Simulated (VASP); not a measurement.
Runs of VASP 6.6.1 on CsTaS2. It takes space group P-6m2 (No. 187, hexagonal). The conventional cell has a = 3.542 Å, b = 3.542 Å, c = 8.268 Å, α = 90.00°, β = 90.00°, γ = 120.00°. Cs (site symmetry -6m2) has 6 S at 3.33 Å and 6 Cs at 3.54 Å as nearest neighbours. Ta (site symmetry -6m2) is surrounded by 6 S at 2.54 Å. Around S (site symmetry 3m) lie 3 Ta at 2.54 Å. The cell was built by a generator and needn't be a form met in nature.

| level | potentials or basis | gap on the mesh (eV) | pressure (GPa) | relaxed volume (Å³/atom) | largest force (eV/Å) |
| --- | --- | --- | --- | --- | --- |
| revPBE | VASP PAW PBE potentials, release 64 (Cs_sv, Ta_pv, S) | 0.32 | 0.0 | 23.08 | 0.01 |
| BLYP | VASP PAW PBE potentials, release 64 (Cs_sv, Ta_pv, S) | (c) | 0.1 | (a) | - |
| PBEsol | VASP PAW PBE potentials, release 64 (Cs_sv, Ta_pv, S) | 0.22 | 0.0 | 21.50 | 0.02 |
| LDA | VASP PAW LDA potentials, release 64 (Cs_sv, Ta_pv, S) | 0.21 | 0.0 | 21.00 | - |
| RPBE | VASP PAW PBE potentials, release 64 (Cs_sv, Ta_pv, S) | 0.32 | 0.1 | (b) | - |

Alike in all rows: task relaxation of cell and atoms; no spin polarisation; cell relaxed; k mesh 7 × 7 × 3; cutoff (eV) 600; smearing fermi-dirac 0.05 eV.

**Question.** Fill in the values left out.

**Answer.** (a) 24.07; (b) 23.26; (c) 0.35.

Caveats: spin-orbit coupling is left out, which moves the levels of the heavy elements; an odd mesh through Γ misses points on the zone boundary, where band edges often lie; the PAW data sets were made with another functional, which shifts forces and pressure a little (some runs).

A k mesh can miss the band edges, and the runs leave out spin-orbit coupling on Cs, Ta.

Runs at the PBE level aren't shown here.
